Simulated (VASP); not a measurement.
A run of VASP 6.6.1:

INCAR

```
SYSTEM = YZn
  ALGO = Fast
  EDIFF = 1E-6
  EDIFFG = -0.005
  ENCUT = 600
  IBRION = 2
  ISIF = 3
  ISMEAR = 0
  LASPH = .True.
  LCHARG = .False.
  LREAL = .False.
  LWAVE = .False.
  NELM = 100
  NSW = 70
  PREC = Accurate
  SIGMA = 0.1
```

File KPOINTS:

```
k-points
0
Gamma
  12 12 12
  0 0 0
```

The input POSCAR:

```
YZn
1.0
    3.5786680717      0.0000000000      0.0000000000
    0.0000000000      3.5786680717      0.0000000000
    0.0000000000      0.0000000000      3.5786680717
Y Zn
1 1
Direct
    0.0000000000      0.0000000000      0.0000000000
    0.5000000000      0.5000000000      0.5000000000
```

Potentials or basis: VASP PAW LDA potentials, release 64 (Y_sv, Zn).

Launch:

```bash
$ cat potpaw_LDA.64/Y_sv/POTCAR potpaw_LDA.64/Zn/POTCAR > POTCAR
$ mpirun -np 1 vasp_std > vasp.out
```

Hardware: 1 thread of Intel(R) Xeon(R) Platinum 8559C (Emerald Rapids), on a shared host.

Q: How long does it take, and how much memory?

A: Run time: 4.7 min on 1 thread of Intel(R) Xeon(R) Platinum 8559C (Emerald Rapids), with other jobs on the host, peak memory 0.24 GiB. Counts: scf iterations 62, k points 84, ion steps 3.
